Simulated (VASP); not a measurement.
Level of theory: LDA (Ceperley-Alder, Perdew-Zunger), VASP's LDA PAW potentials (set 64) (plane waves; VASP).

VASP ran on this input.

**KPOINTS**
```
Automatic mesh
0
Gamma
6 6 6
0 0 0
```

**INCAR**
```
LASPH  =  .True.
SYSTEM  =  Bi2Te3
LCHARG  =  .False.
NSW  =  60
EDIFFG  =  -0.02   # ionic stop
PREC  =  Accurate
LWAVE  =  .False.
ENCUT  =  400   # plane-wave cut-off (eV)
LREAL  =  .False.   # projection in real space or not
LMAXMIX  =  4   # l cut-off of mixed one-centre charges
ALGO  =  Normal   # blocked Davidson
IBRION  =  2   # conjugate gradients
EDIFF  =  1E-6   # SCF stop (eV)
SIGMA  =  0.05   # width (eV)
NELM  =  100
ISIF  =  3   # ions, shape and volume
ISMEAR  =  0
```

File POSCAR:
```
Bi2Te3
1
   10.0947440611    -2.1748009058    -0.0094373511
   10.0947440611     2.1748009058    -0.0094373511
    9.6297011304    -0.0000000000     3.7286124254
Bi Te
2 3
Direct
  0.3996781069   0.3996781069   0.3996781069
  0.6003218931   0.6003218931   0.6003218931
  0.0000000000   0.0000000000   0.0000000000
  0.2098410292   0.2098410292   0.2098410292
  0.7901589708   0.7901589708   0.7901589708
```

POTCAR, in this order: Bi_d Te (LDA.64 set). Program: vasp_std.

Output

**OUTCAR**
```
 ion  position               nearest neighbor table
   1  0.400  0.400  0.400-   5 3.04   5 3.04   5 3.04   3 3.21   3 3.21   3 3.21
   2  0.600  0.600  0.600-   4 3.04   4 3.04   4 3.04   3 3.21   3 3.21   3 3.21
   3  0.000  0.000  0.000-   2 3.21   2 3.21   1 3.21   1 3.21   2 3.21   1 3.21
   4  0.210  0.210  0.210-   2 3.04   2 3.04   2 3.04   5 3.61   5 3.61   5 3.61
   5  0.790  0.790  0.790-   1 3.04   1 3.04   1 3.04   4 3.61   4 3.61   4 3.61
  LATTYP: Found a trigonal (rhomboedric) cell.
 ALAT       =    10.3263597508
 COS(alpha) =     0.9112895828
 Subroutine PRICEL returns:
 Original cell was already a primitive cell.
 Subroutine GETGRP returns: Found 12 space group operations
The static configuration has the point symmetry D_3d.
The dynamic configuration has the point symmetry D_3d.
 Subroutine INISYM returns: Found 12 space group operations
 Subroutine IBZKPT returns following result:
 Found     32 irreducible k-points:

 Following reciprocal coordinates:
            Coordinates               Weight
  0.000000  0.000000  0.000000      1.000000
  0.166667  0.000000 -0.000000      6.000000
  0.333333  0.000000  0.000000      6.000000
  0.500000  0.000000 -0.000000      3.000000
  0.166667  0.166667 -0.000000      6.000000
...
```

### OSZICAR
```
       N       E                     dE             d eps       ncg     rms          rms(c)
DAV:   1     0.404031379319E+03    0.40403E+03   -0.19211E+04  1800   0.138E+03
DAV:   2     0.196953174975E+02   -0.38434E+03   -0.37540E+03  2000   0.378E+02
DAV:   3    -0.201109355197E+02   -0.39806E+02   -0.38389E+02  2252   0.139E+02
DAV:   4    -0.218034500287E+02   -0.16925E+01   -0.16750E+01  2092   0.305E+01
DAV:   5    -0.218832164771E+02   -0.79766E-01   -0.79625E-01  2564   0.612E+00    0.820E+00
DAV:   6    -0.216126659345E+02    0.27055E+00   -0.61266E-01  2052   0.499E+00    0.609E+00
DAV:   7    -0.216070717447E+02    0.55942E-02   -0.27357E-01  2400   0.232E+00    0.102E+00
DAV:   8    -0.216040592230E+02    0.30125E-02   -0.29753E-02  2036   0.112E+00    0.566E-01
DAV:   9    -0.216032488549E+02    0.81037E-03   -0.74190E-03  2180   0.454E-01    0.308E-01
DAV:  10    -0.216033027834E+02   -0.53928E-04   -0.10510E-03  2000   0.174E-01    0.111E-01
DAV:  11    -0.216032961023E+02    0.66811E-05   -0.13133E-04  2148   0.738E-02    0.383E-02
DAV:  12    -0.216033005944E+02   -0.44921E-05   -0.43452E-05  2240   0.285E-02    0.303E-02
DAV:  13    -0.216032990055E+02    0.15889E-05   -0.58198E-06  1876   0.118E-02    0.667E-03
DAV:  14    -0.216032987869E+02    0.21864E-06   -0.22135E-06  1640   0.810E-03
   1 F= -.21603299E+02 E0= -.21603290E+02  d E =-.216033E+02
       N       E                     dE             d eps       ncg     rms          rms(c)
DAV:   1    -0.216057649078E+02   -0.24659E-02   -0.77231E-02  2180   0.311E+00    0.266E-01
DAV:   2    -0.216041155312E+02    0.16494E-02   -0.44281E-03  2228   0.782E-01    0.116E-01
DAV:   3    -0.216037340310E+02    0.38150E-03   -0.10318E-03  2248   0.363E-01    0.304E-02
DAV:   4    -0.216037159858E+02    0.18045E-04   -0.10629E-04  2508   0.984E-02    0.173E-02
DAV:   5    -0.216037155553E+02    0.43055E-06   -0.41200E-06  1708   0.175E-02
   2 F= -.21603716E+02 E0= -.21603707E+02  d E =-.416768E-03
       N       E                     dE             d eps       ncg     rms          rms(c)
DAV:   1    -0.216042634598E+02   -0.54747E-03   -0.22236E-02  2180   0.167E+00    0.143E-01
DAV:   2    -0.216037839726E+02    0.47949E-03   -0.12728E-03  2236   0.420E-01    0.600E-02
DAV:   3    -0.216036726964E+02    0.11128E-03   -0.30502E-04  2256   0.197E-01    0.149E-02
DAV:   4    -0.216036677672E+02    0.49292E-05   -0.29998E-05  2508   0.516E-02    0.106E-02
DAV:   5    -0.216036676049E+02    0.16228E-06   -0.99893E-07  1116   0.950E-03
   3 F= -.21603668E+02 E0= -.21603659E+02  d E =-.368818E-03
       N       E                     dE             d eps       ncg     rms          rms(c)
DAV:   1    -0.216037996717E+02   -0.13190E-03   -0.34533E-03  2184   0.655E-01    0.563E-02
DAV:   2    -0.216037264243E+02    0.73247E-04   -0.20056E-04  2216   0.166E-01    0.253E-02
DAV:   3    -0.216037096880E+02    0.16736E-04   -0.44343E-05  2232   0.754E-02    0.707E-03
DAV:   4    -0.216037087543E+02    0.93377E-06   -0.44839E-06  1856   0.215E-02
   4 F= -.21603709E+02 E0= -.21603700E+02  d E =-.409967E-03
       N       E                     dE             d eps       ncg     rms          rms(c)
DAV:   1    -0.216037765354E+02   -0.66847E-04   -0.20543E-03  2160   0.508E-01    0.440E-02
DAV:   2    -0.216037316365E+02    0.44899E-04   -0.11884E-04  2212   0.128E-01    0.178E-02
DAV:   3    -0.216037212476E+02    0.10389E-04   -0.29099E-05  2248   0.609E-02    0.423E-03
DAV:   4    -0.216037207478E+02    0.49971E-06   -0.19443E-06  1044   0.154E-02
   5 F= -.21603721E+02 E0= -.21603712E+02  d E =-.421961E-03
       N       E                     dE             d eps       ncg     rms          rms(c)
DAV:   1    -0.216041096534E+02   -0.38841E-03   -0.18345E-02  2300   0.961E-01    0.739E-02
DAV:   2    -0.216040385210E+02    0.71132E-04   -0.65105E-04  2048   0.233E-01    0.354E-02
DAV:   3    -0.216040131969E+02    0.25324E-04   -0.76676E-05  2300   0.940E-02    0.227E-02
DAV:   4    -0.216040089980E+02    0.41989E-05   -0.15938E-05  2464   0.362E-02    0.822E-03
DAV:   5    -0.216040087896E+02    0.20846E-06   -0.17956E-06  1124   0.129E-02
   6 F= -.21604009E+02 E0= -.21604000E+02  d E =-.288042E-03
       N       E                     dE             d eps       ncg     rms          rms(c)
DAV:   1    -0.216055958056E+02   -0.15868E-02   -0.16535E-01  2288   0.287E+00    0.225E-01
DAV:   2    -0.216049550602E+02    0.64075E-03   -0.59146E-03  2052   0.684E-01    0.105E-01
DAV:   3    -0.216047241070E+02    0.23095E-03   -0.67420E-04  2332   0.280E-01    0.656E-02
DAV:   4    -0.216046863890E+02    0.37718E-04   -0.13906E-04  2472   0.108E-01    0.231E-02
DAV:   5    -0.216046849976E+02    0.13914E-05   -0.18934E-05  2224   0.382E-02    0.135E-02
DAV:   6    -0.216046848240E+02    0.17355E-06   -0.25863E-06  1324   0.144E-02
   7 F= -.21604685E+02 E0= -.21604675E+02  d E =-.964076E-03
       N       E                     dE             d eps       ncg     rms          rms(c)
DAV:   1    -0.216088064954E+02   -0.41215E-02   -0.65971E-01  2292   0.572E+00    0.452E-01
DAV:   2    -0.216062461238E+02    0.25604E-02   -0.23902E-02  2084   0.134E+00    0.210E-01
DAV:   3    -0.216053158213E+02    0.93030E-03   -0.26289E-03  2368   0.552E-01    0.133E-01
DAV:   4    -0.216051648515E+02    0.15097E-03   -0.53912E-04  2496   0.215E-01    0.460E-02
DAV:   5    -0.216051593057E+02    0.55458E-05   -0.75886E-05  2264   0.751E-02    0.274E-02
DAV:   6    -0.216051589591E+02    0.34663E-06   -0.12446E-05  2388   0.290E-02    0.847E-03
DAV:   7    -0.216051589265E+02    0.32524E-07   -0.16299E-06  1080   0.139E-02
   8 F= -.21605159E+02 E0= -.21605147E+02  d E =-.143818E-02
       N       E                     dE             d eps       ncg     rms          rms(c)
DAV:   1    -0.216092082605E+02   -0.40493E-02   -0.45462E-01  2736   0.481E+00    0.356E-01
DAV:   2    -0.216062765487E+02    0.29317E-02   -0.10485E-02  2232   0.111E+00    0.150E-01
DAV:   3    -0.216055915349E+02    0.68501E-03   -0.28665E-03  2232   0.588E-01    0.473E-02
DAV:   4    -0.216055915632E+02   -0.28336E-07   -0.19936E-04  2388   0.102E-01    0.314E-02
DAV:   5    -0.216055902481E+02    0.13151E-05   -0.11184E-05  2372   0.284E-02    0.190E-02
DAV:   6    -0.216055898201E+02    0.42802E-06   -0.27965E-06  1296   0.155E-02
   9 F= -.21605590E+02 E0= -.21605575E+02  d E =-.430894E-03
       N       E                     dE             d eps       ncg     rms          rms(c)
DAV:   1    -0.216056136163E+02   -0.23368E-04   -0.27547E-03  2736   0.376E-01    0.274E-02
DAV:   2    -0.216055959276E+02    0.17689E-04   -0.63712E-05  2236   0.887E-02    0.121E-02
DAV:   3    -0.216055918088E+02    0.41188E-05   -0.16967E-05  1980   0.449E-02    0.342E-03
DAV:   4    -0.216055917598E+02    0.48940E-07   -0.92737E-07   932   0.837E-03
  10 F= -.21605592E+02 E0= -.21605577E+02  d E =-.432833E-03
       N       E                     dE             d eps       ncg     rms          rms(c)
DAV:   1    -0.216071010112E+02   -0.15092E-02   -0.33763E-01  2660   0.367E+00    0.225E-01
DAV:   2    -0.216061272806E+02    0.97373E-03   -0.60043E-03  2408   0.771E-01    0.983E-02
DAV:   3    -0.216058638213E+02    0.26346E-03   -0.96010E-04  2268   0.322E-01    0.348E-02
DAV:   4    -0.216058558964E+02    0.79249E-05   -0.10177E-04  2432   0.828E-02    0.201E-02
DAV:   5    -0.216058552509E+02    0.64554E-06   -0.53427E-06  1840   0.206E-02
  11 F= -.21605855E+02 E0= -.21605838E+02  d E =-.263491E-03
```

OUTCAR:
```
------------------------ aborting loop because EDIFF is reached ----------------------------------------
  FORCE on cell =-STRESS in cart. coord.  units (eV):
  Direction    XX          YY          ZZ          XY          YZ          ZX
  --------------------------------------------------------------------------------------
  Total        0.0569206      0.0763400      0.0760395      0.0000000      0.0000000     -0.0024159
  in kB        0.5577356      0.7480158      0.7450710      0.0000000      0.0000000     -0.0236725
  external PRESSURE =       0.6836075 kB  Pullay stress =       0.0000000 kB
  volume of cell :      163.51
      direct lattice vectors                 reciprocal lattice vectors
    10.039270379 -2.176930000 -0.017577417     0.049581250 -0.229681248 -0.127460469
    10.039270379  2.176930000 -0.017577417     0.049581250  0.229681248 -0.127460469
     9.573772182 -0.000000000  3.724131849     0.000468034 -0.000000000  0.267315763
 POSITION                                       TOTAL-FORCE (eV/Angst)
 -----------------------------------------------------------------------------------
     11.86745     -0.00000      1.47640        -0.000166      0.000000     -0.000021
     17.78486     -0.00000      2.21257         0.000166     -0.000000      0.000021
      0.00000      0.00000      0.00000        -0.000000      0.000000      0.000000
      6.19171     -0.00000      0.77030        -0.005492      0.000000     -0.000683
     23.46060     -0.00000      2.91868         0.005492     -0.000000      0.000683
 -----------------------------------------------------------------------------------
    total drift:                               -0.000000      0.000000     -0.000000
  FREE ENERGIE OF THE ION-ELECTRON SYSTEM (eV)
  ---------------------------------------------------
  free  energy   TOTEN  =       -21.6058552509 eV

  energy  without entropy=      -21.6058217429  energy(sigma->0) =      -21.60583850

 reached required accuracy - stopping structural energy minimisation
```
(Selected blocks of OUTCAR.)

CONTCAR:
```
Bi2Te3
   1.00000000000000
    10.0392703785942050   -2.1769299997886113   -0.0175774173659178
    10.0392703785942050    2.1769299997886113   -0.0175774173659177
     9.5737721819601518   -0.0000000000000000    3.7241318493030628
  Bi              Te
     2     3
Direct
     0.4002200554292310    0.4002200554292310    0.4002200554291467
     0.5997799445707689    0.5997799445707689    0.5997799445708533
     0.0000000000000000    0.0000000000000000    0.0000000000000000
     0.2088103695189992    0.2088103695189992    0.2088103695177912
     0.7911896304810007    0.7911896304810007    0.7911896304822088
```

The compound is Bi2Te3 in the tetradymite structure. This run relaxes it. Symmetry was kept, so distortions that lower it aren't found. The start is the result of an earlier pass.
